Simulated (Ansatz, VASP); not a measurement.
## KV in VASP and in Ansatz

```xyz
4
Lattice="0.0000 3.9832 3.9832 3.9832 0.0000 3.9832 3.9832 3.9832 0.0000" Properties=species:S:1:pos:R:3 pbc="T T T"
K     3.9832    3.9832    3.9832
K     5.9748    5.9748    5.9748
V     0.0000    0.0000    0.0000
V     1.9916    1.9916    1.9916
```

Alike in both runs: functional PBE; k mesh 4 × 4 × 4; occupations gaussian, width 0.1 eV; collinear spin.

Ansatz relaxed the structure, and its values are those at the end. VASP's run is a single point on that final structure, the one shown.

|  | VASP | Ansatz |
| --- | --- | --- |
| version | VASP 6.6.1 | Ansatz 0.2.0 |
| potentials or method | VASP PAW PBE potentials, release 64 (K_sv, V_sv) | scalar-relativistic, plane waves, PAW |
| plane-wave cutoff (eV) | 520 | 420 |
| valence electrons in the cell | 44 | 44 |

```tsv
	VASP	Ansatz	Ansatz less VASP
gap on the k mesh at the Fermi level (eV)	none	none	-
pressure (GPa)	0.4	0.3	-0.03
net moment per atom (μB)	2.13	2.13	-0.001
size of the moment on the site where the two differ most (μB)	3.05	3.45	+0.401
```

Site moments also hang on the region over which each program counts them. A gap of «none» marks a metal or a gap that the smearing closes.
